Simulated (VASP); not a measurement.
VASP input:

**POSCAR**
```
BaS3
1
    6.8231389991     0.0000000000    -0.0000000000
    0.0000000000     6.8231389991     0.0000000000
   -0.0000000000     0.0000000000     4.1337926416
Ba S
2 6
Direct
  1.0000000000   0.0000000000   1.0000000000
  0.5000000000   0.5000000000   0.0000000000
  0.0000000000   0.5000000000   0.2045892132
  0.5000000000   0.0000000000   0.7954107868
  0.1805457085   0.3194542915   0.4777421241
  0.6805457085   0.1805457085   0.5222578759
  0.3194542915   0.8194542915   0.5222578759
  0.8194542915   0.6805457085   0.4777421241
```

KPOINTS:
```
kpoints
0
Gamma
  3 3 5
```

INCAR:
```
SYSTEM = BaS3
PREC = Accurate; ENCUT = 400; LREAL = .False.
LASPH = .True.
EDIFF = 1E-6; NELM = 100; ALGO = Normal
LMAXMIX = 4; LMIXTAU = .True.
ISMEAR = 0; SIGMA = 0.05
METAGGA = R2SCAN
IBRION = 2; NSW = 60; ISIF = 3
EDIFFG = -0.02
LWAVE = .False.; LCHARG = .False.
```

POTCAR, in this order: Ba_sv S (PBE.64 set). Program: vasp_std.

### Question
Translate this r2SCAN calculation to Ansatz.

### Answer
One equivalent input (not run):
Ansatz 0.2 input:
```yaml
crystal:
  lattice:
    - [6.8231390, 0.0000000, 0.0000000]
    - [0.0000000, 6.8231390, 0.0000000]
    - [0.0000000, 0.0000000, 4.1337926]
  atoms:
    - { symbol: Ba, position: [1.0000000, 0.0000000, 1.0000000] }
    - { symbol: Ba, position: [0.5000000, 0.5000000, 0.0000000] }
    - { symbol: S, position: [0.0000000, 0.5000000, 0.2045892] }
    - { symbol: S, position: [0.5000000, 0.0000000, 0.7954108] }
    - { symbol: S, position: [0.1805457, 0.3194543, 0.4777421] }
    - { symbol: S, position: [0.6805457, 0.1805457, 0.5222579] }
    - { symbol: S, position: [0.3194543, 0.8194543, 0.5222579] }
    - { symbol: S, position: [0.8194543, 0.6805457, 0.4777421] }
kpoints:
  mp_grid: { grid: [3, 3, 5] }
hamiltonian:
  xc: r2scan
  pseudopotentials: { kind: paw }
scf:
  occupations: { method: gaussian, width: 0.05 }
  max_iter: 100
relax:
  max_steps: 60
  f_tol: 0.02
  cell: {}
output: { forces: true, stress: true, eigenvalues: true }
```
Limits of the translation: each code has its own PAW files, so the cut-off isn't converted (ENCUT is set for VASP's; basis.ecutwfc is left out, and Ansatz then takes the one that its files recommend); Ansatz stops its SCF on the density residual and VASP on the energy change (EDIFF).

The compound is BaS3 in the sg113 structure. This run relaxes it. Symmetry was kept, so distortions that lower it aren't found. The start is the result of an earlier pass.
